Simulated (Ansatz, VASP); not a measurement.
# Cross-check of SiC (Moissanite 3C) between VASP and Ansatz, part 2 of 2

Aim: how closely do two programs agree when they are given the same cell, functional and k mesh? The cell is taken from a series of runs on this material, whose earlier steps may have relaxed, scaled, displaced or heated it; both programs get it as it stands.

VASP 6.6.1 and Ansatz 0.2.0.

So far: The structure; Ansatz: G0W0 gap, r2SCAN.

## (3) VASP: G0W0 gap, r2SCAN

Level of this step: G0W0 on r2SCAN; plane waves and PAW (Si_GW, C_GW) (VASP).

The same cell, functional and mesh now go to VASP, with its own data sets.

Lines of VASP's logs that name or quote its potential files are left out, and so is its time.

The run reads the wave functions of an earlier VASP run, which isn't shown here.

File INCAR:

```
SYSTEM = SiC
PREC = Accurate
ENCUT = 440
ISMEAR = 0
SIGMA = 0.01
LREAL = .FALSE.
METAGGA = R2SCAN
LASPH = .TRUE.
NBANDS = 50
ALGO = EVGW0
NELMGW = 1
ENCUTGW = 100
NOMEGA = 64
PRECFOCK = Fast
NBANDSGW = 12
LWAVE = .FALSE.
LCHARG = .FALSE.
```

File POSCAR:

```
SiC
1.0
    0.0000000000      2.1790000000      2.1790000000
    2.1790000000      0.0000000000      2.1790000000
    2.1790000000      2.1790000000      0.0000000000
Si C
1 1
Direct
    0.0000000000      0.0000000000      0.0000000000
    0.2500000000      0.2500000000      0.2500000000
```

File KPOINTS:

```
Automatic mesh
0
Gamma
6 6 6
0 0 0
```

Potentials, in the order of the species: Si_GW and C_GW (PBE family, release 64).

Run with:

```
$ export OMP_NUM_THREADS=3
$ mpirun -np 1 vasp_std
```

Numbers of over 12 decimals in the logs are rounded to 6 here.

Log:

```text
[banner, memory and clock lines left out]
running    1 mpi-ranks, on    1 nodes
 distrk:  each k-point on    1 cores,    1 groups
 distr:  one band on    1 cores,    1 groups
 Offloading initialized ...    1 GPUs detected
 POSCAR found type information on POSCAR SiC
 POSCAR found :  2 types and       2 ions
|                                                                             |
|               ----> ADVICE to this user running VASP <----                  |
|                                                                             |
|     You enforced a specific xc type in the INCAR file but a different       |
|     [... a line on the potential file left out ...]
|     I HOPE YOU KNOW WHAT YOU ARE DOING!                                     |
|                                                                             |

|                                                                             |
|           W    W    AA    RRRRR   N    N  II  N    N   GGGG   !!!           |
|           W    W   A  A   R    R  NN   N  II  NN   N  G    G  !!!           |
|           W    W  A    A  R    R  N N  N  II  N N  N  G       !!!           |
|           W WW W  AAAAAA  RRRRR   N  N N  II  N  N N  G  GGG   !            |
|           WW  WW  A    A  R   R   N   NN  II  N   NN  G    G                |
|           W    W  A    A  R    R  N    N  II  N    N   GGGG   !!!           |
|                                                                             |
|     The default for ENCUTGWSOFT is different in this version of VASP.       |
|     please manually set ENCUTGWSOFT =100 in the INCAR file.                 |
|                                                                             |

 LDA part: xc-table for (None), standard interpolation
 found WAVECAR, reading the header
 POSCAR, INCAR and KPOINTS ok, starting setup
 FFT: planning ... GRIDC
 FFT: planning ... GRID_SOFT
 FFT: planning ... GRID
 reading WAVECAR
 the WAVECAR file was read successfully
 initial charge from wavefunction
 available memory per node:   1639.64 GB, setting MAXMEM to   1678995

 The Fermi energy was updated, please check that it is located mid-gap
 values below the HOMO (VB) or above the LUMO (CB) will cause erroneous energies
 E-fermi :   8.5082

 calculate exact exchange contribution
 the WAVEDER file was read successfully
energies w=
    0.000    0.000    0.637    0.000    1.273    0.000    1.906    0.000
    2.535    0.000    3.158    0.000    3.775    0.000    4.385    0.000
    4.987    0.000    5.582    0.000    6.168    0.000    6.746    0.000
    7.316    0.000    7.878    0.000    8.433    0.000    8.982    0.000
    9.525    0.000   10.063    0.000   10.597    0.000   11.128    0.000
   11.657    0.000   12.186    0.000   12.714    0.000   13.244    0.000
   13.777    0.000   14.315    0.000   14.857    0.000   15.408    0.000
   15.967    0.000   16.537    0.000   17.119    0.000   17.717    0.000
   18.332    0.000   18.967    0.000   19.625    0.000   20.308    0.000
   21.022    0.000   21.770    0.000   22.556    0.000   23.386    0.000
   24.267    0.000   25.206    0.000   26.212    0.000   27.293    0.000
   28.465    0.000   29.739    0.000   31.135    0.000   32.672    0.000
   34.379    0.000   36.289    0.000   38.443    0.000   40.895    0.000
   43.715    0.000   46.996    0.000   50.865    0.000   55.498    0.000
   61.145    0.000   68.181    0.000   77.184    0.000   89.102    0.000
  105.605    0.000  129.924    0.000  169.255    0.000  243.494    0.000
 responsefunction array rank=      59
 LDA part: xc-table for (None), standard interpolation

 min. memory requirement per mpi rank    214.4 MB, per node    214.4 MB

 allocating  64 responsefunctions rank=    59
 shmem allocating  64 responsefunctions rank=    59
 response function shared by NCSHMEM nodes    1
 Doing            64  frequencies on each core in blocks of            64
NQ=   1    0.0000    0.0000    0.0000,
|.........|.........|.........|.........|.........|.........|.........|.........
 performed         98000 updates of chi_q(r,r)
 total number of BLAS operations          2.75 Gflops
NQ=   2    0.1667    0.0000    0.0000,
|.........|.........|.........|.........|.........|.........|.........|.........
 performed        278000 updates of chi_q(r,r)
 total number of BLAS operations          6.65 Gflops
NQ=   3    0.3333    0.0000    0.0000,
|.........|.........|.........|.........|.........|.........|.........|.........
 performed        458000 updates of chi_q(r,r)
 total number of BLAS operations          9.70 Gflops
NQ=   4    0.5000    0.0000    0.0000,
|.........|.........|.........|.........|.........|.........|.........|.........
 performed        609000 updates of chi_q(r,r)
 total number of BLAS operations         11.64 Gflops
NQ=   5    0.1667    0.1667    0.0000,
|.........|.........|.........|.........|.........|.........|.........|.........
 performed        789000 updates of chi_q(r,r)
 total number of BLAS operations         15.39 Gflops
NQ=   6    0.3333    0.1667    0.0000,
|.........|.........|.........|.........|.........|.........|.........|.........
 performed       1072000 updates of chi_q(r,r)
 total number of BLAS operations         20.62 Gflops
NQ=   7    0.5000    0.1667    0.0000,
|.........|.........|.........|.........|.........|.........|.........|.........
 performed       1355000 updates of chi_q(r,r)
 total number of BLAS operations         24.81 Gflops
NQ=   8   -0.3333    0.1667    0.0000,
|.........|.........|.........|.........|.........|.........|.........|.........
 performed       1638000 updates of chi_q(r,r)
 total number of BLAS operations         30.03 Gflops
NQ=   9   -0.1667    0.1667    0.0000,
|.........|.........|.........|.........|.........|.........|.........|.........
 performed       1883000 updates of chi_q(r,r)
 total number of BLAS operations         35.54 Gflops
NQ=  10    0.3333    0.3333    0.0000,
|.........|.........|.........|.........|.........|.........|.........|.........
 performed       2063000 updates of chi_q(r,r)
 total number of BLAS operations         38.33 Gflops
NQ=  11    0.5000    0.3333    0.0000,
|.........|.........|.........|.........|.........|.........|.........|.........
 performed       2346000 updates of chi_q(r,r)
 total number of BLAS operations         42.73 Gflops
NQ=  12   -0.3333    0.3333    0.0000,
|.........|.........|.........|.........|.........|.........|.........|.........
 performed       2591000 updates of chi_q(r,r)
 total number of BLAS operations         46.87 Gflops
NQ=  13    0.5000    0.5000    0.0000,
|.........|.........|.........|.........|.........|.........|.........|.........
 performed       2725000 updates of chi_q(r,r)
 total number of BLAS operations         48.60 Gflops
NQ=  14    0.5000    0.3333    0.1667,
|.........|.........|.........|.........|.........|.........|.........|.........
 performed       3044000 updates of chi_q(r,r)
 total number of BLAS operations         54.49 Gflops
NQ=  15   -0.3333    0.3333    0.1667,
|.........|.........|.........|.........|.........|.........|.........|.........
 performed       3344000 updates of chi_q(r,r)
 total number of BLAS operations         59.57 Gflops
NQ=  16   -0.3333    0.5000    0.1667,
|.........|.........|.........|.........|.........|.........|.........|.........
 performed       3590000 updates of chi_q(r,r)
 total number of BLAS operations         63.74 Gflops
 resolving degeneracies of screened two electron integrals

 calculate QP shifts <psi_nk| G(iteration)W_0 |psi_nk>: iteration 1
 entering main loop
```

From OUTCAR (step 3):

```text
ion  position               nearest neighbor table
   1  0.000  0.000  0.000-   2 1.89   2 1.89   2 1.89   2 1.89
   2  0.250  0.250  0.250-   1 1.89   1 1.89   1 1.89   1 1.89

  LATTYP: Found a face centered cubic cell.
 ALAT       =     4.3580000000

 Subroutine GETGRP returns: Found 24 space group operations
 (whereof 24 operations were pure point group operations)

The static configuration has the point symmetry T_d .

 Found     16 irreducible k-points:

   k-points           NKPTS =     16   k-points in BZ     NKDIM =    216   number of bands    NBANDS=     50

   dimension x,y,z NGX =    24 NGY =   24 NGZ =   24
   dimension x,y,z NGXF=    48 NGYF=   48 NGZF=   48

   ENCUT  =  440.0 eV  32.34 Ry    5.69 a.u.   5.27  5.27  5.27*2*pi/ulx,y,z

   NELECT =       8.0000    total number of electrons

  energy-cutoff  :      440.00
  volume of cell :       20.69
      direct lattice vectors                 reciprocal lattice vectors
     0.000000000  2.179000000  2.179000000    -0.229463056  0.229463056  0.229463056
     2.179000000  0.000000000  2.179000000     0.229463056 -0.229463056  0.229463056
     2.179000000  2.179000000  0.000000000     0.229463056  0.229463056 -0.229463056

 k-points in reciprocal lattice and weights: Automatic mesh
   0.00000000  0.00000000  0.00000000       0.005
   0.16666667  0.00000000  0.00000000       0.037
   0.33333333  0.00000000  0.00000000       0.037
   0.50000000  0.00000000  0.00000000       0.019
   0.16666667  0.16666667  0.00000000       0.028
   0.33333333  0.16666667  0.00000000       0.111
   0.50000000  0.16666667  0.00000000       0.111
  -0.33333333  0.16666667  0.00000000       0.111
  -0.16666667  0.16666667  0.00000000       0.056
[...]
-0.33333333  0.33333333  0.16666667       0.111
  -0.33333333  0.50000000  0.16666667       0.056

 E-fermi :   8.5082

 QP shifts <psi_nk| G(iteration)W_0 |psi_nk>: iteration 1
 for sc-GW calculations column KS-energies equals QP-energies in previous step
 and V_xc(KS)=  KS-energies - (<T + V_ion + V_H > + <T+V_H+V_ion>^1  + <V_x>^1)
 k-point   1 :       0.0000    0.0000    0.0000
  band No.  KS-energies  QP-energies   sigma(KS)   V_xc(KS)     V^pw_x(r,r')   Z            occupation Imag(sigma)
      1      -8.5423      -8.8415     -14.1770     -13.7662     -21.8125       0.7282       2.0000       1.3494
      2       7.6504       7.4141     -15.2783     -14.9832     -17.4949       0.8007       2.0000       0.0482
      3       7.6504       7.4141     -15.2783     -14.9832     -17.4949       0.8007       2.0000       0.0482
      4       7.6504       7.4141     -15.2783     -14.9832     -17.4949       0.8007       2.0000       0.0482
      5      14.4655      14.9653     -12.0341     -12.6639      -7.2631       0.7935       0.0000      -0.0874
      6      15.4834      15.9759     -10.4840     -11.0959      -5.7371       0.8048       0.0000      -0.0840
      7      15.4834      15.9759     -10.4840     -11.0959      -5.7371       0.8048       0.0000      -0.0840
      8      15.4834      15.9759     -10.4840     -11.0959      -5.7371       0.8048       0.0000      -0.0840
    ...

 k-point   2 :       0.1667    0.0000    0.0000
  band No.  KS-energies  QP-energies   sigma(KS)   V_xc(KS)     V^pw_x(r,r')   Z            occupation Imag(sigma)
      1      -7.9843      -8.2769     -14.2259     -13.8278     -21.7150       0.7348       2.0000       1.2688
      2       5.1738       4.7864     -14.6433     -14.1507     -17.3950       0.7864       2.0000       0.0656
      3       7.3027       7.0396     -15.1587     -14.8305     -17.4330       0.8016       2.0000       0.0494
      4       7.3027       7.0396     -15.1587     -14.8305     -17.4330       0.8016       2.0000       0.0494
      5      14.5500      15.0087     -11.1669     -11.7381      -6.4987       0.8031       0.0000      -0.0821
      6      16.0336      16.5319     -10.5709     -11.1941      -5.6645       0.7997       0.0000      -0.0936
      7      16.0336      16.5319     -10.5709     -11.1941      -5.6645       0.7997       0.0000      -0.0936
      8      16.6990      17.2371     -11.8088     -12.4939      -6.7016       0.7854       0.0000      -0.1153
    ...

 k-point   3 :       0.3333    0.0000    0.0000
  band No.  KS-energies  QP-energies   sigma(KS)   V_xc(KS)     V^pw_x(r,r')   Z            occupation Imag(sigma)
      1      -6.4148      -6.6647     -14.4369     -14.1005     -21.5439       0.7429       2.0000       1.0532
      2       1.2187       0.7267     -13.9836     -13.3300     -17.9899       0.7527       2.0000       0.1761
      3       6.7616       6.4614     -15.0605     -14.6842     -17.4672       0.7977       2.0000       0.0521
      4       6.7616       6.4614     -15.0605     -14.6842     -17.4672       0.7977       2.0000       0.0521
      5      13.8770      14.3284     -11.1254     -11.6839      -6.6241       0.8082       0.0000      -0.0743
      6      15.8307      16.2919     -10.2629     -10.8364      -5.3936       0.8042       0.0000      -0.0926
      7      15.8307      16.2919     -10.2629     -10.8364      -5.3936       0.8042       0.0000      -0.0926
      8      18.4404      18.7775     -11.3888     -11.8260      -5.5877       0.7710       0.0000      -0.1954
    ...

 k-point   4 :       0.5000    0.0000    0.0000
  band No.  KS-energies  QP-energies   sigma(KS)   V_xc(KS)     V^pw_x(r,r')   Z            occupation Imag(sigma)
      1      -4.9190      -5.0713     -14.9672     -14.7628     -21.8292       0.7447       2.0000       0.8720
      2      -1.1792      -1.7514     -13.2812     -12.5146     -17.9322       0.7464       2.0000       0.3301
      3       6.5403       6.2267     -15.0463     -14.6527     -17.5153       0.7968       2.0000       0.0535
      4       6.5403       6.2267     -15.0463     -14.6527     -17.5153       0.7968       2.0000       0.0535
      5      13.6170      14.0745     -11.1837     -11.7495      -6.7406       0.8086       0.0000      -0.0721
      6      15.3876      15.8317     -10.1088     -10.6585      -5.3400       0.8079       0.0000      -0.0869
      7      15.3876      15.8317     -10.1088     -10.6585      -5.3400       0.8079       0.0000      -0.0869
      8      18.5977      18.7650     -10.7194     -10.9370      -4.8036       0.7688       0.0000      -0.2120
    ...

[... 4 further parts left out ...]
```

## (4) Comparison

Known differences besides the potentials themselves: VASP keeps PBE cores, Ansatz makes them for the functional; fixed occupations in Ansatz, narrow Gaussian smearing in VASP; the cutoff is 500 eV in Ansatz and 440 eV in VASP; Ansatz integrates over frequency by contour deformation, VASP on a grid of NOMEGA points; Ansatz's G0W0 levels solve the quasiparticle equation, VASP's are linearised. Total energies have different zeros and are not compared.

Both answers:

| quantity | Ansatz | VASP | difference |
| --- | --- | --- | --- |
| G0W0 gap on the mesh (eV) | 2.21 | 2.18 | +0.03 |
| Kohn-Sham gap under it (eV) | 1.71 | 1.72 | -0.01 |

## (5) Outcome

| Item | Value |
| --- | --- |
| difference in G0W0 gap on the mesh (G0W0 gap, r2SCAN) | 0.027 eV |

The difference in G0W0 gap on the mesh is 0.027 eV (G0W0 gap, r2SCAN). How closely two codes agree says nothing of how well the functional describes the real material.

[Lines on the potential files, build, host, timing and source positions are cut from VASP's logs without a mark.]

[Logs are printed without paths, hosts, clocks, repeated set-up lines and the standing remarks that a program may print on its own settings, such as how far it seeks lower states.]

[Hosts, paths, dates, database ids (printed as entryN), source tags and the programs' standing remarks are cut or masked in the printed files.]
